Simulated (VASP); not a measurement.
Data:

```xyz
2
Lattice="-3.0721 3.0721 1.7470 3.0721 -3.0721 1.7470 3.0721 3.0721 -1.7470" Properties=species:S:1:pos:R:3 pbc="T T T"
Sm     0.0000     3.0721     0.8735
Sm     3.0721     3.0721     1.7470
```

Level of theory: r2SCAN meta-GGA, VASP's PBE PAW potentials (set 64) (plane waves; VASP). Settings: 400 eV cut-off, 13×13×13 Γ-centred mesh, tetrahedra with Blöchl corrections, potentials Sm_3.

The 4f electrons are frozen in the core of the lanthanide potential, so 4f levels, which can set the real gap, and their magnetism are missing.

**Question.** Give the energies of bands 9 to 14 at the high-symmetry points, in eV from the Fermi level.

**Answer.** 
```csv
band,Γ,X,M,Z,P,N
9,-4.34,-1.95,-1.59,-0.94,-1.40,-1.77
10,-2.40,-1.95,-1.59,-0.94,-1.40,-1.70
11,-0.37,0.12,0.89,0.01,-0.94,-0.44
12,-0.04,0.12,0.89,0.34,-0.94,0.47
13,0.92,1.47,1.19,0.99,2.12,1.74
14,3.28,1.47,1.19,1.36,2.12,1.92
```

It has no gap at this level: it comes out as a metal or semimetal.

The structure was generated: Sm was put into the beta-Sn type (I4_1/amd), which need not be its known phase. It was relaxed first, which changed the volume by -5 %.
